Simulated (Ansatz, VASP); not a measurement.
# SbC2: VASP beside Ansatz, part 2 of 2

Wanted: the spread between two codes on one cell, functional and k mesh. The cell is invented: As first built, before any earlier steps moved the atoms (in the runner's words): it takes the LuC2 structure with some of its atoms replaced by other elements, volume scaled by an estimate. It may not be a known or stable phase. The cell is taken from a series of VASP runs on this material, whose earlier steps may have relaxed, scaled or displaced it; both programs get it as it stands. Valence electrons are named where the data sets of a main pair hold unlike numbers.

VASP 6.6.1 and Ansatz 0.2.0.

So far: Starting point; VASP: zone-centre phonons, r2SCAN.

## 3. Ansatz: zone-centre phonons, r2SCAN

Level of this step: Ansatz beside VASP: Kohn-Sham DFT, plane waves, r2SCAN (Ansatz).

Ansatz runs on its default PAW (the set named soft_2) files.

The same cell, functional, mesh and smearing now go to Ansatz, which takes its cutoff from its data sets.

The input, input.yaml:

```yaml
crystal:
  lattice:
    - [-2.0794198753, 2.0794198753, 3.0636647962]
    - [2.0794198753, -2.0794198753, 3.0636647962]
    - [2.0794198753, 2.0794198753, -3.0636647962]
  atoms:
    - { symbol: Sb, position: [0.0, 0.0, 0.0] }
    - { symbol: C, position: [0.604285871, 0.604285871, 0.0] }
    - { symbol: C, position: [0.395714129, 0.395714129, 0.0] }
hamiltonian:
  xc: r2scan
  pseudopotentials: { kind: paw }
kpoints:
  mp_grid: { grid: [13, 13, 13] }
scf:
  occupations: { method: methfessel_paxton, width: 0.2 }
phonons:
  method: dfpt
  qpoints: [[0, 0, 0]]
```

Launch:

```sh
$ ansatz run input.yaml --threads 4 --pin off --max-ram 9216MiB --backend cpu --events-out ev --progress --plain --runs-dir out
```

Numbers of over 12 decimals in the logs are rounded to 6 here.

The log of the run:

```text
Engine: ansatz 0.2.0, aarch64-unknown-linux-gnu
Pseudopotentials: kind: paw
Pseudopotential: Sb, paw, valence charge 15, recommended cutoff 500 eV (meta_gga), Sb.paw.azcp
Pseudopotential: C, paw, valence charge 4, recommended cutoff 500 eV (meta_gga), C.paw.azcp
Functional definition: r2SCAN
  parameter k0 = 0.174
  parameter k1 = 0.065
  parameter a1 = 4.9479
  exchange = r2scan_x(k0 = k0, k1 = k1, a1 = a1)
  correlation = r2scan_c
Crystal: 3 atoms, lattice volume = 52.989 Å³
Basis set: ecut = 500 eV, 1379 PW (Γ), exchange–correlation on 160×160×160 points (125 copies of the dense FFT grid, shifted against one another)
Bands: 16, of which v1, the nominal top of the filled ones, is band 12 counted from 1 (11 counted from 0)
Symmetry: 16 space group operations
k-points: 595 of 2197 (irreducible under 2 space group operations, time reversal used)
Non-local potential: Sb, projectors of the file, l = 0: 2, l = 1: 2, l = 2: 2, l = 3: 2
Non-local potential: C, projectors of the file, l = 0: 2, l = 1: 2, l = 2: 1
PAW form: soft (Blöchl's): semilocal exchange-correlation on the pseudo side does not see the compensation charge
PAW frozen core: Sb, regenerated for the run's functional (the file was generated under x = pbe(κ = 0.804, μ = 0.219515), c = pbe(β = 0.066725))
PAW frozen core: C, regenerated for the run's functional (the file was generated under x = pbe(κ = 0.804, μ = 0.219515), c = pbe(β = 0.066725))
PAW one-centre angular grid: Sb, 590 points (default); XC on 160 Gauss nodes
PAW one-centre angular grid: C, 302 points (default); XC on 239 of its mesh's 2573 points in the sphere
Initial density: superposition of atomic densities (neutral atoms: chi_scale 0, normalization atom), corrected by the library's trained network
Initial wavefunctions: pseudopotential atomic-orbital guess
Functional: x = r2scan, c = r2scan; τ floored in thin density (d = 2e-4 eV/Å³)
SCF iter   1: F=—  HF=-6996.869267 eV  |F-HF|=—  |Δ(HF+E_count)|=         —  Δρ=9.17e-3  dr2=3.40e-2  dr2_τ=2.05e-1  ethr=1.77e-3  ⟨swp⟩=5.6  Hψ=51989  notcnv=0
preconditioner: auto → Kerker (q_TF=auto, 2.374 Å⁻¹)  [metal: Δε(μ)=0.003 eV  Ē_g=10.004 eV  σ=0.200 eV  W_gap=0.01  n_scr=14 (ndim 8)  ℏωp=18.4 eV  f_vac=0.000  D(μ)=1.55/eV (n_scr^D=14)]
SCF iter   2: F=—  HF=-6996.876027 eV  |F-HF|=—  |Δ(HF+E_count)|=   6.76e-3  S|Δr|=    0.00e0  Δρ=5.64e-3  dr2=1.21e-2  dr2_τ=4.25e-4  ethr=1.48e-4  ⟨swp⟩=2.0  Hψ=16997  notcnv=0
SCF iter   3: F=—  HF=-6996.875776 eV  |F-HF|=—  |Δ(HF+E_count)|=   2.51e-4  S|Δr|=    0.00e0  Δρ=1.06e-3  dr2=9.61e-4  dr2_τ=2.74e-5  ethr=5.27e-5  ⟨swp⟩=1.2  Hψ=9815  notcnv=0
SCF iter   4: F=—  HF=-6996.876049 eV  |F-HF|=—  |Δ(HF+E_count)|=   2.73e-4  S|Δr|=    0.00e0  Δρ=4.53e-4  dr2=1.34e-4  dr2_τ=2.33e-6  ethr=4.18e-6  ⟨swp⟩=2.0  Hψ=13015  notcnv=0
SCF iter   5: F=—  HF=-6996.876093 eV  |F-HF|=—  |Δ(HF+E_count)|=   4.46e-5  S|Δr|=    0.00e0  Δρ=9.02e-5  dr2=6.30e-6  dr2_τ=9.98e-8  ethr=5.81e-7  ⟨swp⟩=2.0  Hψ=12894  notcnv=0
SCF iter   6: F=—  HF=-6996.876094 eV  |F-HF|=—  |Δ(HF+E_count)|=   7.55e-7  S|Δr|=    0.00e0  Δρ=2.55e-5  dr2=3.57e-7  dr2_τ=9.06e-9  ethr=2.74e-8  ⟨swp⟩=2.5  Hψ=16247  notcnv=0
SCF iter   7: F=—  HF=-6996.876095 eV  |F-HF|=—  |Δ(HF+E_count)|=   1.41e-6  S|Δr|=    0.00e0  Δρ=6.42e-6  dr2=2.10e-8  dr2_τ=3.46e-10  ethr=1.55e-9  ⟨swp⟩=2.4  Hψ=14700  notcnv=0
SCF iter   8: F=—  HF=-6996.876095 eV  |F-HF|=—  |Δ(HF+E_count)|=   1.07e-8  S|Δr|=    0.00e0  Δρ=1.26e-6  dr2=1.12e-9  dr2_τ=3.84e-11  ethr=9.13e-11  ⟨swp⟩=2.0  Hψ=13311  notcnv=0
SCF iter   9: F=—  HF=-6996.876095 eV  |F-HF|=—  |Δ(HF+E_count)|=  3.73e-10  S|Δr|=    0.00e0  Δρ=4.08e-7  dr2=9.10e-11  dr2_τ=9.33e-12  ethr=4.86e-12  ⟨swp⟩=2.4  Hψ=15962  notcnv=0
SCF iter  10: F=-6996.876095 eV  HF=-6996.876095 eV  |F-HF|=1.82e-12  |Δ(HF+E_count)|=  2.18e-11  S|Δr|=    0.00e0  Δρ=1.01e-7  dr2=6.48e-12  dr2_τ=2.71e-13  ethr=1.00e-12  ⟨swp⟩=6.9  Hψ=41907  notcnv=0
SCF 1 converged in 10 iterations: F = -6996.876095 eV  dr2 = 6.48e-12
  greatest PAW one-centre occupation: 0.995 electrons in one spin orbital (limit 2), on the Sb atom at site 0 (counted from 0), in its partial waves of l = 2
DFPT response loops at Γ: preconditioner auto → Kerker (q_TF=auto, 2.374 Å⁻¹) (partly filled bands, converged f_vac=0.003); β = 1.00, the filter's whole step (`scf.mixing.beta` (0.50) is not read by the response loops under this deck's `scf.mixing.preconditioner`; to damp them name `kerker` or `kerker_dos`, under which they read `scf.mixing.beta`, and type it under 1.00, their step now; both keys bind the ground state too); Broyden in place of MSR1
SCF converged after 10 iterations
Stability not checked: this state was not tested for a lower state beside it, because cold or Methfessel-Paxton smearing, or corrected tetrahedra, fill the levels in a way that the test cannot read (fill_not_monotonic; see scf.lower_state_search)
Free energy (F): -6996.876095 eV
Harris-Foulkes:  -6996.876095 eV  (|F-HF|=1.82e-12)
Internal energy: -6996.876131 eV  (E = F + TS)
E sigma→0 (E₀):  -6996.876104 eV
Entropy (-TS):   0.000036 eV (0.012 meV/atom)
Fermi energy:    8.033515 eV
--- Per-component energies (eV) ---
  E_band       = -216.418021
  E_kinetic    = 372.842737
  E_local      = -1869.921851  (includes V_loc(G=0)·N_el)
  E_nonlocal   = 416.887705
  E_hartree    = 795.204066
  E_xc         = -217.590298
  E_vxc        = -227.334646  (∫ρ·V_xc dr)
  E_paw        = -4799.517009  (= ΣΔE_a)
  E_vpaw       = -513.291051  (= ΣTr[D̂ρ^β])
  E_aug_tail   = 0.000005  (compensation charges beyond the density's cutoff)
  E_vtau       = 13.990932  (kinetic-family band-sum trace: ∫τ·v_τ [+ j·A + Jᵃ·Aᵃ] dr)
  E_ewald      = -1695.237977
  E_core_change = 0.456489  (= ΣΔE_core)
  E_smearing   = 0.000036  (= −TS)
  E_closure    = -0.000000  (closes the sum)
  Σ components = -6996.876095   (vs F -6996.876095, Δ=0.00e0)
--- Band table (eV; the first three rows and the last of 595) ---
  k-point 0: bands = [... 8 lower, 3.9817, 3.9817, 6.6092, 9.6139, 9.6139, 9.7382, 9.7382, 10.3260]
  k-point 1: bands = [... 8 lower, 3.9241, 4.0755, 6.6618, 9.0415, 9.5485, 9.6039, 9.6872, 10.6482]
  k-point 2: bands = [... 8 lower, 3.7645, 4.2110, 6.6189, 8.1847, 9.2720, 9.4320, 9.7587, 11.3307]
  k-point 594: bands = [... 8 lower, 3.2754, 3.8252, 5.0957, 7.0673, 7.7458, 10.5654, 12.2485, 14.5820]
--- Phonons (Γ-DFPT): 4 representative perturbations + reference, on 595 of 2197 k-points (Σ response iterations 31) ---
  k mesh reduced under 2 symmetry operations, with k and −k counted as one. Each operation leaves every solved perturbation unchanged. A smaller set is not considered because the functional reads the kinetic-energy density
  ASR residual: 1.200e-3 → 0.000e0 eV/Å²; symmetrization residual: 1.249e-5 eV/Å²
  ASR residual per site (eV/Å²): 8.69e-5 1.20e-3 1.20e-3
  Γ frequencies (cm⁻¹): -309.17 -309.17 -94.38 0.00 0.00 0.00 205.13 205.13 1766.76
  non-analytic LO–TO correction: not included (Born effective charges unavailable; polar crystals: no LO–TO splitting at Γ)
--- Phonons (arbitrary-q DFPT): 1 explicit q-point ---
  q = [0, 0, 0] (of the zone-centre solve; hermiticity 3.62e-7, symmetrization 7.60e-11): -309.17 -309.17 -94.38 0.00 0.00 0.00 205.13 205.13 1766.76
  sum rule: each row above includes the acoustic sum rule's correction from the zone centre's row sums; it moved no ω² by more than (5.21 cm⁻¹)²
```

Wall time 4 min (4 threads of Arm Neoverse V2, shared host); peak memory 2.7 GiB.

Reading the cycles: dr2 is the Hartree energy of the density residual (eV), the measure of convergence; HF is the Harris–Foulkes estimate of the energy, which meets the free energy F at convergence.

## 4. Comparison

Known differences besides the potentials themselves: VASP keeps PBE cores, Ansatz makes them for the functional; the data sets hold 23 valence electrons in Ansatz (on its default PAW (the set named soft_2) files) and 13 in VASP; the cutoff is 500 eV in Ansatz and 520 eV in VASP; VASP uses finite displacements, Ansatz perturbation theory. Total energies have different zeros and are not compared.

Both answers:

| quantity | Ansatz | VASP | difference |
| --- | --- | --- | --- |
| optical mode 1 to 2 (imaginary, printed as negative) (cm⁻¹) | -309.2 | -316.4 | +7.2 |
| optical mode 3 (imaginary, printed as negative) (cm⁻¹) | -94.4 | -65.5 | -28.9 |
| optical mode 4 to 5 (cm⁻¹) | 205.1 | 204.6 | +0.24 % |
| optical mode 6 (cm⁻¹) | 1766.8 | 1778.1 | -0.64 % |

Modes are paired by rising frequency, not by their patterns, so a pair may set unlike modes beside each other; they are those without the splitting of longitudinal modes.

## 5. Further runs

Further runs change the set-up of one program: Ansatz's method, potentials or start, or VASP's data sets, cutoff or form of LDA. The table gives Ansatz less VASP for each quantity, since a change that brings one quantity closer may part another.

| run | optical mode 1 to 2 (imaginary, printed as negative) (cm⁻¹) | optical mode 3 (imaginary, printed as negative) (cm⁻¹) | optical mode 4 to 5 (%) | optical mode 6 (%) |
| --- | --- | --- | --- | --- |
| as above | 7.2 | -29 | 0.24 | -0.64 |
| cores kept as stored | 8.7 | -29 | 0.21 | -0.71 |
| Ansatz's larger PAW set (cutoff 800 eV) | 7.6 | -30 | 0.25 | -0.65 |

## 6. Summary of results

```yaml
r_m_s_difference_of_the_optical_zone_centre_modes_each_program_s_sorted_by_frequency_zone_centre_phonons_r2scan: 13 cm⁻¹
difference_in_optical_mode_6_zone_centre_phonons_r2scan: -0.6 %
```

**Reading.** The r.m.s. difference of the optical zone-centre modes, each program's sorted by frequency is 13 cm⁻¹ (zone-centre phonons, r2SCAN). The data sets hold unlike numbers of valence electrons (23 in Ansatz and 13 in VASP), so part of the differences comes from the potentials. Among the rows given in per cent, the largest difference of the zone-centre phonons, r2SCAN pair is in optical mode 6, -0.6 %. For zone-centre phonons, r2SCAN, no further run moves any of the tabulated differences by more than a quarter of its size. 2 further runs of this series are not shown here. Such differences can come from data sets, numerical settings and the points named under the comparisons, not from the functional's error against experiment.

[Lines on the potential files, build, host, timing and source positions are cut from VASP's logs without a mark.]

[Logs are printed without paths, hosts, clocks, repeated set-up lines and the standing remarks that a program may print on its own settings, such as how far it seeks lower states.]

[Hosts, paths, dates, database ids (printed as entryN), source tags and the programs' standing remarks are cut or masked in the printed files.]
